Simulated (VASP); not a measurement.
# Ca3ZrN3 (P6_3/m) in VASP: single point with r2SCAN

Aim: the single point of Ca3ZrN3 with r2SCAN.

Program: VASP 6.6.1. These are calculated values, not measurements. Logs are shortened: lines on timing, memory, paths and dates and some standing lists are left out, and cuts for length are marked.

### Step 1. The structure

Symmetry: P6_3/m, No. 176, hexagonal system. Conventional cell: a = 7.956 Å, b = 7.956 Å, c = 4.985 Å, α = 90.00°, β = 90.00°, γ = 120.00°. Ca (site symmetry m) is surrounded by 4 N at 2.40 to 2.51 Å. Zr (site symmetry -6) has 3 N at 2.06 Å as nearest neighbours. N (site symmetry m) has 1 Zr at 2.06 Å as nearest neighbours.

The cell was built by a generator and needn't be a form met in nature.

### Step 2. Single point, r2SCAN

File INCAR:

```
  PREC = Accurate
  ENCUT = 520
  EDIFF = 1E-6
  ISMEAR = 0
  SIGMA = 0.1
  LREAL = F
  LASPH = T
  NELM = 150
  ALGO = Normal
  ISIF = 2
  LWAVE = F
  LCHARG = F
  METAGGA = R2SCAN
  LMIXTAU = T
  NBANDS = 70
  KPAR = 4
```

File KPOINTS:

```
Automatic mesh
0
Gamma
  4 4 6
```

File POSCAR:

```
Ca3ZrN3
1.0
    7.9555190000      0.0000000000      0.0000000000
   -3.9777590000      6.8896820000      0.0000000000
    0.0000000000      0.0000000000      4.9850700000
Ca Zr N
6 2 6
Direct
    0.6736380000      0.8099640000      0.7500000000
    0.1363260000      0.3263620000      0.7500000000
    0.1900360000      0.8636740000      0.7500000000
    0.3263620000      0.1900360000      0.2500000000
    0.8099640000      0.1363260000      0.2500000000
    0.8636740000      0.6736380000      0.2500000000
    0.6666670000      0.3333330000      0.7500000000
    0.3333330000      0.6666670000      0.2500000000
    0.3695830000      0.2112360000      0.7500000000
    0.7887640000      0.1583470000      0.7500000000
    0.8416530000      0.6304170000      0.7500000000
    0.1583470000      0.3695830000      0.2500000000
    0.6304170000      0.7887640000      0.2500000000
    0.2112360000      0.8416530000      0.2500000000
```

Potentials or basis: VASP PAW PBE potentials, release 64 (Ca_sv, Zr_sv, N).

Command:

```
cat potpaw_PBE.64/Ca_sv/POTCAR potpaw_PBE.64/Zr_sv/POTCAR potpaw_PBE.64/N/POTCAR > POTCAR
mpirun -np 4 vasp_std > vasp.out
```

OUTCAR:

```text
PREC = Accurate
   ENCUT = 520
   EDIFF = 1E-6
   ISMEAR = 0
   LREAL = F
   LASPH = T
   NELM = 150
   ISIF = 2
   METAGGA = R2SCAN

 ion  position               nearest neighbor table
   1  0.674  0.810  0.750-  11 2.40  10 2.45   8 3.43   8 3.43
   2  0.136  0.326  0.750-  10 2.40   9 2.45   8 3.43   8 3.43
   3  0.190  0.864  0.750-   9 2.40  11 2.45   8 3.43   8 3.43
   4  0.326  0.190  0.250-  12 2.40  14 2.45   7 3.43   7 3.43
   5  0.810  0.136  0.250-  13 2.40  12 2.45   7 3.43   7 3.43
   6  0.864  0.674  0.250-  14 2.40  13 2.45   7 3.43   7 3.43
   7  0.667  0.333  0.750-  10 2.06  11 2.06   9 2.06   5 3.43   5 3.43   6 3.43   6 3.43   4 3.43
                             4 3.43
   8  0.333  0.667  0.250-  14 2.06  12 2.06  13 2.06   3 3.43   3 3.43   2 3.43   2 3.43   1 3.43
                             1 3.43
   9  0.370  0.211  0.750-   7 2.06   3 2.40   2 2.45
  10  0.789  0.158  0.750-   7 2.06   2 2.40   1 2.45
  11  0.842  0.630  0.750-   7 2.06   1 2.40   3 2.45
  12  0.158  0.370  0.250-   8 2.06   4 2.40   5 2.45
  13  0.630  0.789  0.250-   8 2.06   5 2.40   6 2.45
  14  0.211  0.842  0.250-   8 2.06   6 2.40   4 2.45

  LATTYP: Found a hexagonal cell.
 ALAT       =     7.9555190000
 C/A-ratio  =     0.6266178234

  Lattice vectors:

 A1 = (   7.9555190000,   0.0000000000,   0.0000000000)
 A2 = (  -3.9777590000,   6.8896820000,   0.0000000000)
 A3 = (   0.0000000000,   0.0000000000,   4.9850700000)

Analysis of symmetry for initial positions (statically):
=====================================================================
 Subroutine PRICEL returns:
 Original cell was already a primitive cell.

 Routine SETGRP: Setting up the symmetry group for a
 hexagonal supercell.

 Subroutine GETGRP returns: Found 12 space group operations
 (whereof  6 operations were pure point group operations)
 out of a pool of 24 trial point group operations.

The static configuration has the point symmetry S_6 .
 The point group associated with its full space group is C_6h.

Analysis of symmetry for dynamics (positions and initial velocities):
=====================================================================
 Subroutine PRICEL returns:
 Original cell was already a primitive cell.

 Routine SETGRP: Setting up the symmetry group for a
 hexagonal supercell.

 Subroutine GETGRP returns: Found 12 space group operations
 (whereof  6 operations were pure point group operations)
 out of a pool of 24 trial point group operations.

[... 132 lines left out ...]
   EFERMI_NEDOS =   21; number of points for ismear=-14 and -15
   IALGO  =     38    algorithm
   IMIX   =      4    mixing-type and parameters
     AMIX     =   0.40;   BMIX     =  1.00
     AMIX_MAG =   1.60;   BMIX_MAG =  1.00
  volume/ion in A,a.u.               =      19.52       131.71
  Fermi-wavevector in a.u.,A,eV,Ry     =   1.223292  2.311687 20.360347  1.496443
  Thomas-Fermi vector in A             =   2.358408
   LORBIT       =      0    0 simple, 1 ext, 2 COOP (PROOUT), +10 PAW based schemes
   METAGGA = R2SCAN    functional components
   LHFCALC =     F    Hartree Fock is set to
   AEXX    =    0.0000 exact exchange contribution
   IVDW    =     0    specifies the selected vdW correction
   LEPSILON=     F    determine dielectric tensor
   LRPA    =     F    only Hartree local field effects (RPA)
 non-spin polarized calculation
 Gauss-broadening in eV      SIGMA  =   0.10
  energy-cutoff  :      520.00
  volume of cell :      273.24
 maximum number of plane-waves:      7388
 NGX is ok and might be reduce to    60
   NGX = 29   NGY = 29   NGZ = 19

 number of electron     113.9999999 magnetization

 Free energy of the ion-electron system (eV)
  ---------------------------------------------------
  ext. energy  EPLUGINS =         0.00000000
  ---------------------------------------------------
  free energy    TOTEN  =      -158.43000027 eV

  energy without entropy =     -158.42913714  energy(sigma->0) =     -158.42956870

 E-fermi :   3.1902     XC(G=0):  -9.8918

 val. band max:        3.1041567577   @ k =   0.0000   0.0000   0.0000
 cond. band min:       3.3194098149   @ k =   0.0000   0.0000   0.3333
 fundamental gap:      0.2152530572
 Fermi energy:         3.1901789136

 k-point     1 :       0.0000    0.0000    0.0000
  band No.  band energies     occupation
      1     -46.1898      2.00000
      2     -46.1897      2.00000
      3     -37.8863      2.00000
      4     -37.8626      2.00000
      5     -37.8625      2.00000
      6     -37.8292      2.00000
[... 1141 lines left out ...]
     68       7.9587      0.00000
     69       8.3137      0.00000
 [bands above 69 left out]

------------------------ aborting loop because EDIFF is reached ----------------------------------------

  FORCE on cell =-STRESS in cart. coord.  units (eV):
  Direction    XX          YY          ZZ          XY          YZ          ZX
  --------------------------------------------------------------------------------------
  -------------------------------------------------------------------------------------
  Total       -1.2245858     -1.2245860     -1.3054896     -0.0000189      0.0000000      0.0000000
  in kB       -7.1806020     -7.1806029     -7.6549975     -0.0001108      0.0000000      0.0000000
  external PRESSURE =      -7.3387341 kB  Pullay stress =       0.0000000 kB

 VOLUME and BASIS-vectors are now :
 -----------------------------------------------------------------------------
  energy-cutoff  :      520.00
  volume of cell :      273.24
      direct lattice vectors                 reciprocal lattice vectors
     7.955519000  0.000000000  0.000000000     0.125698902  0.072572281  0.000000000
    -3.977759000  6.889682000  0.000000000     0.000000000  0.145144580  0.000000000
     0.000000000  0.000000000  4.985070000     0.000000000  0.000000000  0.200598989

 POSITION                                       TOTAL-FORCE (eV/Angst)
 -----------------------------------------------------------------------------------
      2.13730      5.58039      3.73880         0.037811      0.026386      0.000000
     -0.21365      2.24853      3.73880         0.003945     -0.045938      0.000000
     -1.92365      5.95044      3.73880        -0.041756      0.019553      0.000000
      1.84046      1.30929      1.24627        -0.037811     -0.026386      0.000000
      5.90141      0.93924      1.24627         0.041756     -0.019553      0.000000
      4.19141      4.64115      1.24627        -0.003945      0.045938      0.000000
      3.97776      2.29656      3.73880         0.000000      0.000000      0.000000
     -0.00000      4.59312      1.24627         0.000000      0.000000      0.000000
      2.09998      1.45535      3.73880         0.068088      0.033432     -0.000000
      5.64516      1.09096      3.73880        -0.062997      0.042250      0.000000
      4.18814      4.34337      3.73880        -0.005091     -0.075682      0.000000
     -0.21038      2.54631      1.24627         0.005091      0.075682      0.000000
      1.87778      5.43433      1.24627        -0.068088     -0.033432      0.000000
     -1.66740      5.79872      1.24627         0.062997     -0.042250      0.000000
 -----------------------------------------------------------------------------------
    total drift:                                0.001268     -0.001454      0.000002

  FREE ENERGIE OF THE ION-ELECTRON SYSTEM (eV)
  ---------------------------------------------------
  free  energy   TOTEN  =      -158.4300002683 eV

  energy  without entropy=     -158.4291371406  energy(sigma->0) =     -158.42956870
```

OSZICAR:

```text
N       E                     dE             d eps       ncg     rms          rms(c)
DAV:   1     0.122853377096E+04    0.12285E+04   -0.58748E+04  2280   0.164E+03
DAV:   2    -0.823300679341E+02   -0.13109E+04   -0.12733E+04  2662   0.496E+02
DAV:   3    -0.206758580516E+03   -0.12443E+03   -0.12319E+03  3096   0.133E+02
[... 13 lines left out ...]
DAV:  17    -0.158429928900E+03   -0.42397E-03   -0.30097E-04  2522   0.830E-02    0.126E-02
DAV:  18    -0.158429953140E+03   -0.24240E-04   -0.31076E-05  2994   0.248E-02    0.860E-03
DAV:  19    -0.158429980868E+03   -0.27728E-04   -0.23429E-05  2420   0.260E-02    0.492E-03
DAV:  20    -0.158429997796E+03   -0.16928E-04   -0.17255E-05  2298   0.234E-02    0.117E-03
DAV:  21    -0.158430000270E+03   -0.24738E-05   -0.18028E-06  1604   0.758E-03    0.717E-04
DAV:  22    -0.158430000268E+03    0.17335E-08   -0.41745E-07  1500   0.349E-03
   1 F= -.15843000E+03 E0= -.15842957E+03  d E =-.863128E-03
```

It took 3.7 min on 4 MPI ranks of Intel Xeon 6975P-C (Granite Rapids), shared host; peak memory 0.54 GiB.

Results:

- Free energy: -158.4300 eV
- Pressure: -0.7 GPa
- Largest force: 0.076 eV/Å
- Band gap on the k mesh: none (metal or under the smearing width)

Forces on the atoms (eV/Å):
```
Ca   0.038  0.026  0.000
Ca   0.004 -0.046  0.000
Ca  -0.042  0.020  0.000
Ca  -0.038 -0.026  0.000
Ca   0.042 -0.020  0.000
Ca  -0.004  0.046  0.000
Zr   0.000  0.000  0.000
Zr   0.000  0.000  0.000
N    0.068  0.033  0.000
N   -0.063  0.042  0.000
N   -0.005 -0.076  0.000
N    0.005  0.076  0.000
N   -0.068 -0.033  0.000
N    0.063 -0.042  0.000
```

Caveat: the PAW data sets were made with another functional, which shifts forces and pressure a little.
